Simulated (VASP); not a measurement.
**Ni$_{3}$Sb (space group Fm-3m): computed properties**

These are PBEsol GGA, VASP's PBE PAW potentials (set 64) (plane waves; VASP 6.6.1) values and carry that method's errors.

```json
{
  "space_group": "Fm-3m (225)",
  "cell": "a = b = c = 5.842 Å, α = β = γ = 90.00°",
  "volume_per_atom": "12.46 Å^3/atom",
  "band gap (over mesh and band path)": "none (metal, semimetal or under 0.01 eV)",
  "band_gap_with_spin_orbit_coupling": "none (metallic)",
  "density": "9.92 g/cm³"
}
```

```cif
data_Ni3Sb
_chemical_formula_sum 'Ni3 Sb1'
_space_group_name_H-M_alt 'P 1'
_space_group_IT_number 1
_cell_length_a 4.13122
_cell_length_b 4.13122
_cell_length_c 4.13122
_cell_angle_alpha 60.000
_cell_angle_beta 60.000
_cell_angle_gamma 60.000
loop_
_space_group_symop_operation_xyz
  'x, y, z'
loop_
_atom_site_label
_atom_site_type_symbol
_atom_site_fract_x
_atom_site_fract_y
_atom_site_fract_z
_atom_site_occupancy
Ni1 Ni 0.50000 0.50000 0.50000 1
Ni2 Ni 0.25000 0.25000 0.25000 1
Ni3 Ni 0.75000 0.75000 0.75000 1
Sb1 Sb 0.00000 0.00000 0.00000 1
```

Unless said otherwise, spin-orbit coupling is left out, though it shifts the bands of the heavy elements here.

The structure comes from a computed database's Ni3Sb entry (Fm-3m); how it stands against other phases isn't given here. It was relaxed first. Symmetry was kept, so distortions that lower it aren't found. The run is not spin-polarised, so no magnetic state was tried. The electron count is odd and the run is not spin-polarised, which forces a metal.
